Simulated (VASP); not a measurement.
Input for VASP

**POSCAR**
```
Ho
1
    1.7900000000    -3.1003710000     0.0000000000
    1.7900000000     3.1003710000     0.0000000000
    0.0000000000     0.0000000000     5.6200000000
Ho
2
Direct
  0.3333330000   0.6666670000   0.2500000000
  0.6666670000   0.3333330000   0.7500000000
```

**KPOINTS**
```
k-points along high-symmetry lines
5
Line-mode
Reciprocal
  0.000000   0.000000   0.000000 ! GAMMA
 -0.000000   0.500000   0.000000 ! M

 -0.000000   0.500000   0.000000 ! M
 -0.333333   0.666667   0.000000 ! K

 -0.333333   0.666667   0.000000 ! K
  0.000000   0.000000   0.000000 ! GAMMA

  0.000000   0.000000   0.000000 ! GAMMA
  0.000000   0.000000   0.500000 ! A

  0.000000   0.000000   0.500000 ! A
 -0.000000   0.500000   0.500000 ! L

 -0.000000   0.500000   0.500000 ! L
 -0.333333   0.666667   0.500000 ! H

 -0.333333   0.666667   0.500000 ! H
  0.000000   0.000000   0.500000 ! A

 -0.000000   0.500000   0.500000 ! L
 -0.000000   0.500000   0.000000 ! M

 -0.333333   0.666667   0.500000 ! H
 -0.333333   0.666667   0.000000 ! K
```

INCAR:
```
SYSTEM = Ho
PREC = Accurate
ENCUT = 400
EDIFF = 1E-6
NELM = 100
ALGO = Normal
LREAL = .FALSE.
LASPH = .TRUE.
ISMEAR = 1
SIGMA = 0.1
GGA = PE
LMAXMIX = 6
LWAVE = .FALSE.
LCHARG = .FALSE.
ISIF = 2
```

POTCAR, in this order: Ho_3 (PBE.64 set). Program: vasp_std.

### Question
Does this input run properly? What does VASP do?

### Answer
There is a fault: a line-mode KPOINTS file was used for a self-consistent run. The run ends without an error. Against the sound run, the energy per atom (σ→0) drops by 0.145 eV/atom; the pressure drops by 1.22 GPa.

**standard output**
```
 POSCAR found type information on POSCAR Ho
 POSCAR found :  1 types and       2 ions
 Reading from existing POTCAR
 Reading from existing POTCAR
 LDA part: xc-table for (Slater+PW92), standard interpolation
 POSCAR, INCAR and KPOINTS ok, starting setup
 WAVECAR not read
 entering main loop
       N       E                     dE             d eps       ncg     rms          rms(c)
DAV:   1     0.594399402784E+02    0.59440E+02   -0.76597E+03  1394   0.108E+03
DAV:   2    -0.557745368099E+01   -0.65017E+02   -0.63395E+02  1739   0.457E+02
DAV:   3    -0.918517748894E+01   -0.36077E+01   -0.34448E+01  1990   0.746E+01
DAV:   4    -0.931005240438E+01   -0.12487E+00   -0.11923E+00  2006   0.999E+00
DAV:   5    -0.931314738545E+01   -0.30950E-02   -0.28912E-02  1944   0.158E+00    0.230E+01
DAV:   6    -0.930946252610E+01    0.36849E-02   -0.28582E-02  1967   0.214E+00    0.137E+01
DAV:   7    -0.931696595593E+01   -0.75034E-02   -0.52461E-02  1865   0.297E+00    0.311E-01
DAV:   8    -0.931658141398E+01    0.38454E-03   -0.35212E-03  1714   0.595E-01    0.902E-02
DAV:   9    -0.931660320762E+01   -0.21794E-04   -0.22143E-04  1970   0.166E-01    0.337E-02
DAV:  10    -0.931659657543E+01    0.66322E-05   -0.27414E-05  1925   0.535E-02    0.432E-02
DAV:  11    -0.931659729909E+01   -0.72366E-06   -0.19037E-06  1182   0.158E-02
   1 F= -.93165973E+01 E0= -.93146054E+01  d E =-.597556E-02
```

### OUTCAR
```
------------------------ aborting loop because EDIFF is reached ----------------------------------------
  FORCE on cell =-STRESS in cart. coord.  units (eV):
  Direction    XX          YY          ZZ          XY          YZ          ZX
  --------------------------------------------------------------------------------------
  Total        0.0223282      0.0223282     -1.2352909     -0.0000000     -0.0000000     -0.0000000
  in kB        0.5734965      0.5734965    -31.7283016     -0.0000000     -0.0000000     -0.0000000
  external PRESSURE =     -10.1937695 kB  Pullay stress =       0.0000000 kB
  volume of cell :       62.38
      direct lattice vectors                 reciprocal lattice vectors
     1.790000000 -3.100371000  0.000000000     0.279329609 -0.161271022  0.000000000
     1.790000000  3.100371000  0.000000000     0.279329609  0.161271022  0.000000000
     0.000000000  0.000000000  5.620000000     0.000000000  0.000000000  0.177935943
 POSITION                                       TOTAL-FORCE (eV/Angst)
 -----------------------------------------------------------------------------------
      1.79000      1.03346      1.40500         0.000000      0.000000      0.000000
      1.79000     -1.03346      4.21500        -0.000000     -0.000000      0.000000
 -----------------------------------------------------------------------------------
    total drift:                               -0.000003      0.000092     -0.000005
  FREE ENERGIE OF THE ION-ELECTRON SYSTEM (eV)
  ---------------------------------------------------
  free  energy   TOTEN  =        -9.3165972991 eV

  energy  without entropy=       -9.3106217361  energy(sigma->0) =       -9.31460544
```
(Selected blocks of OUTCAR.)

To mend it, correct KPOINTS.
KPOINTS:
```
Automatic mesh
0
Gamma
9 9 5
0 0 0
```
The mended run (PBE GGA, plane waves, VASP's PBE PAW potentials (set 64)) converges, and its OSZICAR ends with
```
   1 F= -.90247287E+01 E0= -.90252017E+01  d E =0.141903E-02
```

The compound is Ho in the hcp structure. The cell was not relaxed at this level. The 4f electrons are frozen in the core of the lanthanide potential, so 4f levels, which can set the real gap, and their magnetism are missing.
